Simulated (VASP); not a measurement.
Here is the system:

```yaml
crystal:
  lattice:
    - [0.00000, 2.96675, 2.96675]
    - [2.96675, 0.00000, 2.96675]
    - [2.96675, 2.96675, 0.00000]
  atoms:
    - { symbol: Eu, position: [0.00000, 0.00000, 0.00000] }
    - { symbol: S, position: [0.50000, 0.50000, 0.50000] }
```

The numbers are results of revPBE GGA, VASP's PBE PAW potentials (set 64) (plane waves; VASP), not measurements. Run with 520 eV cut-off, 9×9×9 Γ-centred mesh, tetrahedra with Blöchl corrections, potentials Eu_2 S.

The 4f electrons are frozen in the core of the lanthanide potential, so 4f levels, which can set the real gap, and their magnetism are missing.

Task: Tabulate the total density of states (states/eV per cell) against energy (eV; zero at the valence-band maximum or, without a gap, the Fermi level).

Result: 
(E (eV), DOS (states/eV)): (-9.95, 0.00); (-9.71, 0.00); (-9.59, 0.00); (-9.35, 0.00); (-9.11, 0.00); (-8.99, 0.00); (-8.75, 0.00); (-8.51, 0.00); (-8.39, 0.00); (-8.15, 0.00); (-8.03, 0.00); (-7.79, 0.00); (-7.55, 0.00); (-7.43, 0.00); (-7.19, 0.00); (-6.95, 0.00); (-6.83, 0.00); (-6.59, 0.00); (-6.35, 0.00); (-6.23, 0.00); (-6.00, 0.00); (-5.76, 0.00); (-5.64, 0.00); (-5.40, 0.00); (-5.28, 0.00); (-5.04, 0.00); (-4.80, 0.00); (-4.68, 0.00); (-4.44, 0.00); (-4.20, 0.00); (-4.08, 0.00); (-3.84, 0.00); (-3.60, 0.00); (-3.48, 0.00); (-3.24, 0.00); (-3.00, 0.00); (-2.88, 0.00); (-2.64, 0.11); (-2.40, 0.72); (-2.28, 1.19); (-2.04, 2.15); (-1.92, 2.36); (-1.68, 1.62); (-1.44, 1.25); (-1.32, 0.62); (-1.08, 7.36); (-0.84, 4.10); (-0.72, 3.44); (-0.49, 2.13); (-0.25, 0.56); (-0.13, 0.24); (0.11, 0.00); (0.35, 0.00); (0.47, 0.00); (0.71, 0.00); (0.95, 0.00); (1.07, 0.00); (1.31, 0.00); (1.43, 0.00); (1.67, 0.00); (1.91, 0.00); (2.03, 0.00); (2.27, 0.02); (2.51, 0.18); (2.63, 0.26); (2.87, 0.34); (3.11, 0.44); (3.23, 0.49); (3.47, 0.60); (3.71, 0.72); (3.83, 0.85); (4.07, 1.18); (4.19, 1.16); (4.43, 1.29); (4.67, 1.44); (4.79, 1.40); (5.02, 1.13); (5.26, 0.99); (5.38, 1.21); (5.62, 1.63)
Within 2 eV below the valence-band maximum the largest weight inside VASP's projection spheres is S p, then Eu p.

The compound is EuS in the rock salt structure. It was relaxed first.
